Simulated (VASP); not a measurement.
# BeCd2S3 (P-4m2) in VASP: further runs

The runs below take BeCd2S3 through relaxation of cell and atoms, with PBE.

Program: VASP 6.6.1. These are calculated values, not measurements. Logs are shortened: lines on timing, memory, paths and dates and some standing lists are left out, and cuts for length are marked.

## (1) Starting point

It takes space group P-4m2 (No. 115, tetragonal). Conventional cell: a = 4.483 Å, b = 4.483 Å, c = 6.318 Å, α = 90.00°, β = 90.00°, γ = 90.00°. Be (site symmetry -4m2) has 6 S at 3.16 to 3.52 Å and 4 Cd at 3.17 Å as nearest neighbours. Around Cd (site symmetry -4m2) lie 4 S at 2.29 Å. Cd (site symmetry -4m2) is surrounded by 2 Cd at 3.16 Å and 4 Be at 3.17 Å and 4 S at 3.52 Å. Around S (site symmetry 2mm) lie 2 Cd at 2.29 Å and 2 S at 2.29 Å. S (site symmetry -4m2) has 4 S at 2.29 Å as nearest neighbours.

The cell was built by a generator and needn't be a form met in nature.

## (2) Relaxation of cell and atoms, PBE

Contents of INCAR:

```
SYSTEM = BeCd2S3
ALGO = Fast
EDIFF = 1E-4
EDIFFG = -0.08
ENCUT = 520
GGA = PE
IBRION = 2
ISIF = 3
ISMEAR = 0
LASPH = .True.
LCHARG = .False.
LREAL = .False.
LWAVE = .False.
NELM = 60
NSW = 24
PREC = Normal
SIGMA = 0.15
```

Contents of KPOINTS:

```
k-points
0
Gamma
  3 3 2
  0 0 0
```

Contents of POSCAR:

```
BeCd2S3
1.0
    4.4827599800      0.0000000000      0.0000000000
    0.0000000000      4.4827599800      0.0000000000
    0.0000000000      0.0000000000      6.3184306600
Be Cd S
1 2 3
Direct
    0.0000000000      0.0000000000      0.0000000000
    0.5000000000      0.5000000000      0.5000000000
    0.5000000000      0.5000000000      0.0000000000
    0.0000000000      0.5000000000      0.5704742000
    0.5000000000      0.0000000000      0.4295258000
    0.0000000000      0.0000000000      0.5000000000
```

Potentials or basis: VASP PAW PBE potentials, release 64 (Be, Cd, S).

Command:

```bash
> cat potpaw_PBE.64/Be/POTCAR potpaw_PBE.64/Cd/POTCAR potpaw_PBE.64/S/POTCAR > POTCAR
> mpirun -np 1 vasp_std > vasp.out
```

OUTCAR:

```text
SYSTEM = BeCd2S3
   EDIFF = 1E-4
   EDIFFG = -0.08
   ENCUT = 520
   GGA = PE
   IBRION = 2
   ISIF = 3
   ISMEAR = 0
   LASPH = .True.
   LREAL = .False.
   NELM = 60
   NSW = 24
   PREC = Normal

 ion  position               nearest neighbor table
   1  0.000  0.000  0.000-
   2  0.500  0.500  0.500-   4 2.29   5 2.29   5 2.29   4 2.29   3 3.16   3 3.16   6 3.17   6 3.17
                             6 3.17   6 3.17
   3  0.500  0.500  0.000-   2 3.16   2 3.16
   4  0.000  0.500  0.570-   2 2.29   6 2.29   6 2.29   2 2.29
   5  0.500  0.000  0.430-   2 2.29   6 2.29   2 2.29   6 2.29
   6  0.000  0.000  0.500-   4 2.29   5 2.29   4 2.29   5 2.29   2 3.17   2 3.17   2 3.17   2 3.17

  LATTYP: Found a simple tetragonal cell.
 ALAT       =     4.4827599800
 C/A-ratio  =     1.4094956429

  Lattice vectors:

 A1 = (   4.4827599800,   0.0000000000,   0.0000000000)
 A2 = (   0.0000000000,   4.4827599800,   0.0000000000)
 A3 = (   0.0000000000,   0.0000000000,   6.3184306600)

Analysis of symmetry for initial positions (statically):
=====================================================================
 Subroutine PRICEL returns:
 Original cell was already a primitive cell.

 Routine SETGRP: Setting up the symmetry group for a
 simple tetragonal supercell.

 Subroutine GETGRP returns: Found  8 space group operations
 (whereof  8 operations were pure point group operations)
 out of a pool of 16 trial point group operations.

The static configuration has the point symmetry D_2d.

Analysis of symmetry for dynamics (positions and initial velocities):
=====================================================================
 Subroutine PRICEL returns:
 Original cell was already a primitive cell.

 Routine SETGRP: Setting up the symmetry group for a
 simple tetragonal supercell.

 Subroutine GETGRP returns: Found  8 space group operations
 (whereof  8 operations were pure point group operations)
 out of a pool of 16 trial point group operations.

The dynamic configuration has the point symmetry D_2d.

 Subroutine INISYM returns: Found  8 space group operations
 (whereof  8 operations are pure point group operations),
 and found     1 'primitive' translations

----------------------------------------------------------------------------------------

                                     Primitive cell

  volume of cell :     126.9697

  direct lattice vectors                    reciprocal lattice vectors
     4.482759980  0.000000000  0.000000000     0.223076855  0.000000000  0.000000000
     0.000000000  4.482759980  0.000000000     0.000000000  0.223076855  0.000000000
     0.000000000  0.000000000  6.318430660     0.000000000  0.000000000  0.158267148

[... 68 lines left out ...]
   LSORBIT =      F    spin-orbit coupling
   LASPH  =      T    aspherical Exc in radial PAW
   ENCUT  =  520.0 eV  38.22 Ry    6.18 a.u.   8.33  8.33 11.75*2*pi/ulx,y,z
   NELM   =     60;   NELMIN=  2; NELMDL= -5     # of ELM steps
   EDIFF  = 0.1E-03   stopping-criterion for ELM
   LREAL  =      F    real-space projection
   EDIFFG = -.8E-01   stopping-criterion for IOM
   NSW    =     24    number of steps for IOM
   IBRION =      2    ionic relax: 0-MD 1-quasi-New 2-CG
   NFREE  =      1    steps in history (QN), initial steepest desc. (CG)
   ISIF   =      3    stress and relaxation
   ISYM   =      2    0-nonsym 1-usesym 2-fastsym
   POTIM  = 0.5000    time-step for ionic-motion
   TEBEG  =    0.0;   TEEND  =   0.0 temperature during run
   PSTRESS=    0.0 pullay stress
   NELECT =      44.0000    total number of electrons
   NUPDOWN=      -1.0000    fix difference up-down
   EMIN   =  10.00;   EMAX   =-10.00  energy-range for DOS
   EFERMI =   0.00;   METHOD = LEGACY
   ISMEAR =     0;   SIGMA  =   0.15  broadening in eV -4-tet -1-fermi 0-gaus
   EFERMI_NEDOS =   21; number of points for ismear=-14 and -15
   IALGO  =     68    algorithm
   IMIX   =      4    mixing-type and parameters
     AMIX     =   0.40;   BMIX     =  1.00
     AMIX_MAG =   1.60;   BMIX_MAG =  1.00
  volume/ion in A,a.u.               =      21.16       142.81
  Fermi-wavevector in a.u.,A,eV,Ry     =   1.149897  2.172990 17.990486  1.322263
  Thomas-Fermi vector in A             =   2.286564
   LORBIT       =      0    0 simple, 1 ext, 2 COOP (PROOUT), +10 PAW based schemes
   GGA     = PE    functional components
   LHFCALC =     F    Hartree Fock is set to
   AEXX    =    0.0000 exact exchange contribution
   IVDW    =     0    specifies the selected vdW correction
   LEPSILON=     F    determine dielectric tensor
   LRPA    =     F    only Hartree local field effects (RPA)
 conjugate gradient relaxation of ions
 non-spin polarized calculation
 RMM-DIIS sequential band-by-band and
 Gauss-broadening in eV      SIGMA  =   0.15
  energy-cutoff  :      520.00
  volume of cell :      126.97
 maximum number of plane-waves:      3438
   NGX = 17   NGY = 17   NGZ = 23

--------------------------------------- Ionic step        1  -------------------------------------------

 number of electron      44.0000045 magnetization

 Free energy of the ion-electron system (eV)
  ---------------------------------------------------
  ext. energy  EPLUGINS =         0.00000000
  ---------------------------------------------------
  free energy    TOTEN  =       -12.68938666 eV

  energy without entropy =      -12.67418780  energy(sigma->0) =      -12.68178723

------------------------ aborting loop because EDIFF is reached ----------------------------------------

  FORCE on cell =-STRESS in cart. coord.  units (eV):
  Direction    XX          YY          ZZ          XY          YZ          ZX
  --------------------------------------------------------------------------------------
  -------------------------------------------------------------------------------------
  Total       14.5595114     14.5595114      4.8979731      0.0000000      0.0000000      0.0000000
  in kB      183.7203180    183.7203180     61.8054511      0.0000000      0.0000000      0.0000000
  external PRESSURE =     143.0820290 kB  Pullay stress =       0.0000000 kB
[... 267 lines left out ...]
--------------------------------------- Ionic step        8  -------------------------------------------

 number of electron      43.9999881 magnetization

 Free energy of the ion-electron system (eV)
  ---------------------------------------------------
  ext. energy  EPLUGINS =         0.00000000
  ---------------------------------------------------
  free energy    TOTEN  =       -14.04442715 eV

  energy without entropy =      -14.02497701  energy(sigma->0) =      -14.03470208

 E-fermi :   2.3584     XC(G=0):  -8.4867

 val. band max:        1.6298099110   @ k =   0.0000   0.0000   0.5000
 cond. band min:       2.4681987029   @ k =   0.3333   0.3333   0.0000
 fundamental gap:      0.8383887919
 Fermi energy:         2.3583872044

 k-point     1 :       0.0000    0.0000    0.0000
  band No.  band energies     occupation
      1     -13.9356      2.00000
      2     -11.6164      2.00000
      3      -8.9483      2.00000
      4      -7.2280      2.00000
      5      -7.2280      2.00000
      6      -7.0891      2.00000
[... 196 lines left out ...]
  FREE ENERGIE OF THE ION-ELECTRON SYSTEM (eV)
  ---------------------------------------------------
  free  energy   TOTEN  =       -14.0444271532 eV

  energy  without entropy=      -14.0249770124  energy(sigma->0) =      -14.03470208

 reached required accuracy - stopping structural energy minimisation
```

OSZICAR:

```text
N       E                     dE             d eps       ncg     rms          rms(c)
DAV:   1     0.312054179611E+03    0.31205E+03   -0.21308E+04   312   0.154E+03
DAV:   2     0.103099474603E+02   -0.30174E+03   -0.29370E+03   348   0.354E+02
DAV:   3    -0.127453679585E+02   -0.23055E+02   -0.22663E+02   382   0.964E+01
[... 67 lines left out ...]
RMM:   3    -0.140539514181E+02    0.83660E-01   -0.32748E-01   314   0.267E+00    0.849E-01
RMM:   4    -0.140465390994E+02    0.74123E-02   -0.61571E-02   334   0.129E+00    0.460E-01
RMM:   5    -0.140441305248E+02    0.24086E-02   -0.94910E-03   318   0.585E-01    0.180E-01
RMM:   6    -0.140443562024E+02   -0.22568E-03   -0.32208E-03   327   0.313E-01    0.903E-02
RMM:   7    -0.140444271532E+02   -0.70951E-04   -0.72763E-04   262   0.149E-01
   8 F= -.14044427E+02 E0= -.14034702E+02  d E =-.163626E+00
```

It took 84 s on 1 thread of Intel Xeon Platinum 8259CL at 2.50GHz (Skylake/Cascade Lake), shared host; peak memory 0.18 GiB.

Results:

```yaml
Free_energy: -14.0444 eV
Relaxed_volume: 26.79 Å³/atom
Relaxed_cell: a = 4.738 Å, b = 4.738 Å, c = 7.163 Å, α = 90.00°, β = 90.00°, γ = 90.00°
Space_group_after_relaxing_to_0.05_Å: P-4m2 (No. 115)
Energy_gained_by_relaxing: 225.8 meV/atom
Ionic_steps: 8
Pressure_after_relaxing: 0.2 GPa
Largest_force_after_relaxing: 0.017 eV/Å
Band_gap_on_the_k_mesh: none (metal or under the smearing width)
```

Forces on the atoms (eV/Å):
```
Be   0.000  0.000  0.000
Cd   0.000  0.000  0.000
Cd   0.000  0.000  0.000
S    0.000  0.000 -0.017
S    0.000  0.000  0.017
S    0.000  0.000  0.000
```

Stress tensor (GPa, compression positive):
```
0.14 0.00 0.00
0.00 0.14 0.00
0.00 0.00 0.33
```

Step by step:
```tsv
step	energy change (eV)	largest force (eV/Å)	pressure (GPa)	volume (Å³)
1	0.0000	1.6861	14.31	126.97
2	-1.0582	0.0286	-2.65	164.68
3	-1.1926	0.3581	0.17	152.57
4	-1.1914	0.3717	0.44	152.03
5	-1.2301	0.3330	0.64	153.27
6	-1.3156	0.1970	0.20	156.87
7	-1.3384	0.2215	0.10	163.50
8	-1.3550	0.0166	0.20	160.76
```

Final structure:
```cif
data_structure
_symmetry_space_group_name_H-M 'P 1'
_symmetry_Int_Tables_number 1
_cell_length_a 4.7375
_cell_length_b 4.7375
_cell_length_c 7.1627
_cell_angle_alpha 90.000
_cell_angle_beta 90.000
_cell_angle_gamma 90.000
_cell_volume 160.76
loop_
_atom_site_label
_atom_site_type_symbol
_atom_site_fract_x
_atom_site_fract_y
_atom_site_fract_z
_atom_site_occupancy
Be1 Be 0.00000 0.00000 0.00000 1
Cd1 Cd 0.50000 0.50000 0.50000 1
Cd2 Cd 0.50000 0.50000 0.00000 1
S1 S 0.00000 0.50000 0.59815 1
S2 S 0.50000 0.00000 0.40185 1
S3 S 0.00000 0.00000 0.50000 1
```

Caveat: the k mesh is coarse (spacing up to 0.50 Å⁻¹), so the values aren't converged; the volume moved by over 15 % at a fixed basis, so the end points are rough; the relaxation stopped at a loose force limit of 0.08 eV/Å, so its end isn't a converged minimum.

(Part 1 of 2 ends here.)
